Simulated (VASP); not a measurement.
The system is AlN.

```
Al N
1.0
     3.11300    0.00000    0.00000
    -1.55650    2.69594    0.00000
     0.00000    0.00000    4.98100
Al N
2 2
Cartesian
  0.0000 1.7973 0.0000
  1.5565 0.8986 2.4905
  0.0000 1.7973 1.8928
  1.5565 0.8986 4.3833
```

```yaml
Program: VASP 6.6.1
Task: relaxation of cell and atoms
Functional: PBE
Potentials_or_basis: VASP PAW PBE potentials, release 64 (Al, N)
Cutoff: 520 eV
k_mesh: 12 × 12 × 6
Occupations: gaussian, width 0.02 eV
Spin: no spin polarisation
```

At the start: pressure 3.4 GPa; volume 10.45 Å³/atom.

Task: Where does the relaxation end?

Result: Over 8 steps the energy falls by 2.2 meV/atom and the volume is 10.63 Å³/atom (+1.7 %); space group P6_3mc (No. 186, to 0.05 Å).

The path:
```csv
step,energy change (eV),largest force (eV/Å),pressure (GPa),volume (Å³)
1,0.0000,0.1289,3.43,41.80
2,-0.0020,0.0916,-2.86,43.17
3,-0.0088,0.0028,0.00,42.52
4,-0.0088,0.0050,0.07,42.51
5,-0.0088,0.0070,0.02,42.51
6,-0.0088,0.0077,0.02,42.51
7,-0.0088,0.0026,-0.02,42.53
8,-0.0088,0.0004,-0.01,42.52
```

Final structure:
```
Al N
1.0
     3.12856    0.00000    0.00000
    -1.56428    2.70941    0.00000
     0.00000    0.00000    5.01645
Al N
2 2
Direct
  0.33333 0.66667 0.99926
  0.66667 0.33333 0.49926
  0.33333 0.66667 0.38074
  0.66667 0.33333 0.88074
```
